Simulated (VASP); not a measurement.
Output of a VASP run:

File OSZICAR:
```
       N       E                     dE             d eps       ncg     rms          rms(c)
DAV:   1     0.587103352414E+01    0.58710E+01   -0.41989E+03   616   0.843E+02
DAV:   2    -0.185487309520E+02   -0.24420E+02   -0.23918E+02   752   0.126E+02
DAV:   3    -0.189349596227E+02   -0.38623E+00   -0.38623E+00   680   0.193E+01
DAV:   4    -0.189357914399E+02   -0.83182E-03   -0.83182E-03   832   0.965E-01
DAV:   5    -0.189357930692E+02   -0.16292E-05   -0.16292E-05   656   0.308E-02    0.873E+00
DAV:   6    -0.164532571843E+02    0.24825E+01   -0.14496E+01   560   0.241E+01    0.306E+00
DAV:   7    -0.164042485186E+02    0.49009E-01   -0.71318E-02   608   0.277E+00    0.192E+00
DAV:   8    -0.163755660638E+02    0.28682E-01   -0.25641E-02   680   0.186E+00    0.280E-01
DAV:   9    -0.163755414716E+02    0.24592E-04   -0.32353E-04   776   0.163E-01    0.167E-01
DAV:  10    -0.163755691643E+02   -0.27693E-04   -0.19393E-05   616   0.392E-02    0.422E-02
DAV:  11    -0.163755689070E+02    0.25736E-06   -0.25445E-06   672   0.892E-03    0.683E-03
DAV:  12    -0.163755689118E+02   -0.48383E-08   -0.20705E-07   712   0.366E-03    0.896E-04
DAV:  13    -0.163755689047E+02    0.71301E-08   -0.23164E-08   424   0.118E-03
   1 F= -.16375569E+02 E0= -.16375569E+02  d E =-.163756E+02
```

File OUTCAR:
```
------------------------ aborting loop because EDIFF is reached ----------------------------------------
  FORCE on cell =-STRESS in cart. coord.  units (eV):
  Direction    XX          YY          ZZ          XY          YZ          ZX
  --------------------------------------------------------------------------------------
  Total       -0.0015710     -0.0015710     -0.0015710      0.0000000      0.0000000      0.0000000
  in kB       -0.1225941     -0.1225941     -0.1225941      0.0000000      0.0000000      0.0000000
  external PRESSURE =      -0.1225941 kB  Pullay stress =       0.0000000 kB
  volume of cell :       20.53
      direct lattice vectors                 reciprocal lattice vectors
     0.000000000  2.173352030  2.173352030    -0.230059371  0.230059371  0.230059371
     2.173352030  0.000000000  2.173352030     0.230059371 -0.230059371  0.230059371
     2.173352030  2.173352030  0.000000000     0.230059371  0.230059371 -0.230059371
  FREE ENERGIE OF THE ION-ELECTRON SYSTEM (eV)
  ---------------------------------------------------
  free  energy   TOTEN  =       -16.3755689047 eV

  energy  without entropy=      -16.3755689047  energy(sigma->0) =      -16.37556890

 reached required accuracy - stopping structural energy minimisation
```
(Selected blocks of OUTCAR.)

File POSCAR:
```
AlN
1
   -0.0000000000     2.1733520296     2.1733520296
    2.1733520296     0.0000000000     2.1733520296
    2.1733520296     2.1733520296     0.0000000000
Al N
1 1
Direct
  0.0000000000   0.0000000000   0.0000000000
  0.7500000000   0.7500000000   0.7500000000
```

**Question.** Write an INCAR and KPOINTS that could have produced this output.

**Answer.** One answer among several that fit: the input of the run itself, LDA (Ceperley-Alder, Perdew-Zunger), plane waves, VASP's LDA PAW potentials (set 64).

File KPOINTS:
```
Automatic mesh
0
Gamma
9 9 9
0 0 0
```

INCAR:
```
! general
SYSTEM = AlN
PREC   = Accurate
ENCUT  = 520
LREAL  = F   ! projection in real space or not
LASPH  = T

! electronic loop
EDIFF  = 1E-8   ! SCF stop (eV)
NELM   = 100
ALGO   = Normal   ! blocked Davidson

! smearing
ISMEAR = 0
SIGMA  = 0.05   ! width (eV)

! ions
IBRION = 1   ! quasi-Newton
NSW    = 30   ! most ionic steps
ISIF   = 2   ! forces and stress, cell fixed
EDIFFG = -0.001   ! ionic stop

! output
LWAVE  = F
LCHARG = F
```

POTCAR, in this order: Al N (LDA.64 set). Program: vasp_std.

The structure comes from a computed database's AlN entry (F-43m); how it stands against other phases isn't given here. It was relaxed first. The start is the result of an earlier pass.
